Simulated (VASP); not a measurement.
Output of a VASP run:

### OSZICAR
```
       N       E                     dE             d eps       ncg     rms          rms(c)
DAV:   1     0.223488324856E+02    0.22349E+02   -0.60182E+03  3964   0.166E+03
DAV:   2    -0.974476592068E+01   -0.32094E+02   -0.31152E+02  3942   0.191E+02
DAV:   3    -0.103721458354E+02   -0.62738E+00   -0.62711E+00  4460   0.310E+01
DAV:   4    -0.103734783195E+02   -0.13325E-02   -0.13335E-02  4202   0.135E+00
DAV:   5    -0.103734798180E+02   -0.14985E-05   -0.14994E-05  4192   0.425E-02    0.330E+00
DAV:   6    -0.865793602454E+01    0.17155E+01   -0.19430E+00  4544   0.323E+01    0.323E+00
DAV:   7    -0.884752812808E+01   -0.18959E+00   -0.32904E-01  4642   0.123E+01    0.172E+00
DAV:   8    -0.885690681729E+01   -0.93787E-02   -0.15468E-02  4054   0.161E+00    0.405E-01
DAV:   9    -0.886181815965E+01   -0.49113E-02   -0.12046E-02  3966   0.143E+00    0.815E-02
DAV:  10    -0.886269888956E+01   -0.88073E-03   -0.23415E-03  4694   0.926E-01    0.972E-02
DAV:  11    -0.886269025525E+01    0.86343E-05   -0.58853E-04  3952   0.290E-01    0.271E-02
DAV:  12    -0.886293427928E+01   -0.24402E-03   -0.17946E-04  3918   0.241E-01    0.699E-03
DAV:  13    -0.886293926550E+01   -0.49862E-05   -0.21617E-05  3992   0.622E-02    0.269E-03
DAV:  14    -0.886294030358E+01   -0.10381E-05   -0.78786E-07  4200   0.109E-02    0.182E-03
DAV:  15    -0.886294062590E+01   -0.32232E-06   -0.98645E-07  3956   0.130E-02    0.713E-04
DAV:  16    -0.886294252040E+01   -0.18945E-05   -0.12775E-07  3940   0.494E-03    0.207E-04
DAV:  17    -0.886294214369E+01    0.37671E-06   -0.28397E-08  2048   0.225E-03    0.186E-04
DAV:  18    -0.886294202378E+01    0.11991E-06   -0.60053E-09  1962   0.173E-03    0.328E-05
DAV:  19    -0.886294206388E+01   -0.40105E-07   -0.13376E-09  1958   0.363E-04
   1 F= -.88629421E+01 E0= -.88629421E+01  d E =0.000000E+00
       N       E                     dE             ncg
```

File OUTCAR:
```
------------------------ aborting loop because EDIFF is reached ----------------------------------------
  FORCE on cell =-STRESS in cart. coord.  units (eV):
  Direction    XX          YY          ZZ          XY          YZ          ZX
  --------------------------------------------------------------------------------------
  Total       -0.0275901     -0.0275901     -0.0275901      0.0000000      0.0000000     -0.0000000
  in kB       -3.1013646     -3.1013646     -3.1013646      0.0000000      0.0000000     -0.0000000
  external PRESSURE =      -3.1013646 kB  Pullay stress =       0.0000000 kB
  volume of cell :       14.25
      direct lattice vectors                 reciprocal lattice vectors
     0.000000000  1.924393453  1.924393453    -0.259822127  0.259822127  0.259822127
     1.924393453  0.000000000  1.924393453     0.259822127 -0.259822127  0.259822127
     1.924393453  1.924393453  0.000000000     0.259822127  0.259822127 -0.259822127
 POSITION                                       TOTAL-FORCE (eV/Angst)
 -----------------------------------------------------------------------------------
      0.00000      0.00000      0.00000         0.000000     -0.000000      0.000000
 -----------------------------------------------------------------------------------
    total drift:                                0.000000     -0.000000      0.000000
  FREE ENERGIE OF THE ION-ELECTRON SYSTEM (eV)
  ---------------------------------------------------
  free  energy   TOTEN  =        -8.8629420639 eV

  energy  without entropy=       -8.8629420639  energy(sigma->0) =       -8.86294206

 total charge

# of ion       s       p       d       tot
------------------------------------------
    1        0.587   0.489   9.735  10.811
```
(Selected blocks of OUTCAR.)

**POSCAR**
```
Zn
1
    0.0000000000     1.9243934528     1.9243934528
    1.9243934528    -0.0000000000     1.9243934528
    1.9243934528     1.9243934528    -0.0000000000
Zn
1
Direct
  0.0000000000   1.0000000000   1.0000000000
```

**Question.** Reconstruct the remaining input files.

**Answer.** One answer among several that fit: the input of the run itself, r2SCAN meta-GGA, plane waves, VASP's PBE PAW potentials (set 64).

KPOINTS:
```
Automatic mesh
0
Gamma
18 18 18
0 0 0
```

### KPOINTS_OPT
```
k-points along high-symmetry lines
10
Line-mode
Reciprocal
  0.000000   0.000000   0.000000 ! GAMMA
  0.500000   0.000000   0.500000 ! X

  0.500000   0.000000   0.500000 ! X
  0.625000   0.250000   0.625000 ! U

  0.375000   0.375000   0.750000 ! K
  0.000000   0.000000   0.000000 ! GAMMA

  0.000000   0.000000   0.000000 ! GAMMA
  0.500000   0.500000   0.500000 ! L

  0.500000   0.500000   0.500000 ! L
  0.500000   0.250000   0.750000 ! W

  0.500000   0.250000   0.750000 ! W
  0.500000   0.000000   0.500000 ! X
```

INCAR:
```
ALGO = Normal
EDIFF = 1E-7
ENCUT = 400
ISIF = 2
ISMEAR = -5
LASPH = .True.
LCHARG = .False.
LMAXMIX = 4
LMIXTAU = .True.
LORBIT = 11
LREAL = .False.
LWAVE = .False.
METAGGA = R2SCAN
NEDOS = 601
NELM = 100
PREC = Accurate
SYSTEM = Zn
```

POTCAR, in this order: Zn (PBE.64 set). Program: vasp_std.

For a metal the tetrahedron method with Blöchl corrections gives inexact stress and forces.

The structure was generated: Zn was put into the fcc type (Fm-3m), which need not be its known phase. It was relaxed first, which changed the volume by -6 %.
